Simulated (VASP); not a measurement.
An input for Quantum ESPRESSO's pw.x (written as the equivalent of a VASP run, and not itself run):

```
&CONTROL
  calculation = 'scf'
  pseudo_dir = './pseudo'
  outdir = './out'
  tprnfor = .true.
  tstress = .false.
/
&SYSTEM
  ibrav = 0
  nat = 2
  ntyp = 2
  ecutwfc = 46.3
  occupations = 'smearing'
  smearing = 'gaussian'
  degauss = 0.003675
  input_dft = 'pbe0'
  nqx1 = 6
  nqx2 = 6
  nqx3 = 6
/
&ELECTRONS
  conv_thr = 7.3e-08
  electron_maxstep = 60
/
ATOMIC_SPECIES
  Rb 85.468 Rb.upf
  Br 79.904 Br.upf
CELL_PARAMETERS angstrom
     0.0000000    3.4777267    3.4777267
     3.4777267    0.0000000    3.4777267
     3.4777267    3.4777267    0.0000000
ATOMIC_POSITIONS crystal
  Rb   0.0000000  0.0000000  0.0000000
  Br   0.5000000  0.5000000  0.5000000
K_POINTS automatic
  6 6 6 0 0 0
```

### Question
Translate this input to VASP (INCAR, KPOINTS, POSCAR, choice of POTCAR).

### Answer
This is not unique; one that fits is 
KPOINTS:
```
Automatic mesh
0
Gamma
6 6 6
0 0 0
```

**INCAR**
```
AEXX  =  0.25
ALGO  =  Normal
EDIFF  =  1E-6
ENCUT  =  520
GGA  =  PE
HFRCUT  =  -1
ISIF  =  2
ISMEAR  =  0
ISYM  =  3
LASPH  =  .True.
LCHARG  =  .False.
LHFCALC  =  .True.
LMAXMIX  =  4
LREAL  =  .False.
LWAVE  =  .False.
NELM  =  60
PREC  =  Accurate
PRECFOCK  =  Fast
SIGMA  =  0.05
SYSTEM  =  RbBr
```

**POSCAR**
```
RbBr
6.9554530
  0.0000000000   0.5000000241   0.5000000241
  0.5000000241   0.0000000000   0.5000000241
  0.5000000241   0.5000000241   0.0000000000
Rb Br
1 1
Cart
  0.0000000000   0.0000000000   0.0000000000
  0.5000000241   0.5000000241   0.5000000241
```

POTCAR, in this order: Rb_sv Br (PBE.64 set). Program: vasp_std. Read from the step before: WAVECAR.

Limits of the translation: the potentials are each code's own (VASP's PAW set, PseudoDojo norm-conserving files in pw.x), so ENCUT and ecutwfc are chosen apart and not converted; conv_thr bounds pw.x's estimated SCF error, while EDIFF bounds the energy change between steps; the singularity of exact exchange is treated differently by default.

The compound is RbBr in the rock salt structure. This cell is one point of a volume scan, at 0.97 of the reference volume.
